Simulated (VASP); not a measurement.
Consider the following.

```
CELL_PARAMETERS angstrom
      0.00000     1.83149     1.83149
      1.83149     0.00000     1.83149
      1.83149     1.83149     0.00000
ATOMIC_POSITIONS crystal
  B  0.00000 0.00000 0.00000
  N  0.75000 0.75000 0.75000
```

Method: PBE GGA, VASP's PBE PAW potentials (set 64) (plane waves; VASP 6.6.1). Numerical set-up: 400 eV cut-off, 15×15×15 Γ-centred mesh, Gaussian smearing of 0.010 eV, potentials B N.

At this cut-off the stress carries a Pulay error, which pulls relaxed volumes low.

### Question
Give the stress tensor in GPa (positive for a compressed cell).

### Answer

```
-16.88    0.00    0.00
  0.00  -16.88    0.00
  0.00    0.00  -16.88
```
The pressure is its mean diagonal, -16.88 GPa.

The structure comes from a computed database's BN entry; how it stands against other phases isn't given here. The cell was not relaxed at this level.
